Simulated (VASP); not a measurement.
Here is the system:

```yaml
crystal:
  lattice:
    - [1.82934, -3.16850, 0.00000]
    - [1.82934, 3.16850, 0.00000]
    - [0.00000, 0.00000, 5.82516]
  atoms:
    - { symbol: Zr, position: [0.00000, 0.00000, 0.00000] }
    - { symbol: S, position: [0.33333, 0.66667, 0.25013] }
    - { symbol: S, position: [0.66667, 0.33333, 0.74987] }
```

These are rev-vdW-DF2, VASP's PBE PAW potentials (set 64) (plane waves; VASP 6.6.1) values and carry that method's errors. Run with 520 eV cut-off, Gaussian smearing of 0.050 eV, potentials Zr_sv S.

Question: Give the energies of bands 7 to 15 at the high-symmetry points, in eV from the valence-band maximum.

Answer: 
```json
[
 {"band": "7", "Γ": "-4.59", "M": "-4.48", "K": "-3.58", "A": "-3.37", "L": "-4.61", "H": "-3.63"},
 {"band": "8", "Γ": "-2.86", "M": "-2.66", "K": "-3.48", "A": "-2.82", "L": "-3.39", "H": "-3.63"},
 {"band": "9", "Γ": "-2.86", "M": "-2.60", "K": "-3.48", "A": "-2.82", "L": "-2.73", "H": "-3.13"},
 {"band": "10", "Γ": "-0.17", "M": "-2.55", "K": "-2.19", "A": "-1.98", "L": "-2.40", "H": "-2.17"},
 {"band": "11", "Γ": "-0.17", "M": "-2.00", "K": "-2.19", "A": "-0.34", "L": "-1.02", "H": "-1.89"},
 {"band": "12", "Γ": "0.00", "M": "-1.34", "K": "-1.51", "A": "-0.34", "L": "-0.82", "H": "-1.89"},
 {"band": "13", "Γ": "1.46", "M": "0.96", "K": "2.11", "A": "1.41", "L": "0.77", "H": "2.23"},
 {"band": "14", "Γ": "1.46", "M": "3.17", "K": "3.07", "A": "1.41", "L": "3.15", "H": "2.72"},
 {"band": "15", "Γ": "2.18", "M": "3.48", "K": "3.07", "A": "2.56", "L": "3.47", "H": "2.72"}
]
```

The gap is indirect, 0.77 eV, from the valence maximum at Γ-M at 0.11 to the conduction minimum at L.

Measured: gap 1.70 eV (computed value off by -0.93 eV), as given by Miłosz Rybak et al., Nanomaterials (2022), arXiv:2210.12074.

The compound is ZrS2 in the 1T layered structure. It was relaxed first.
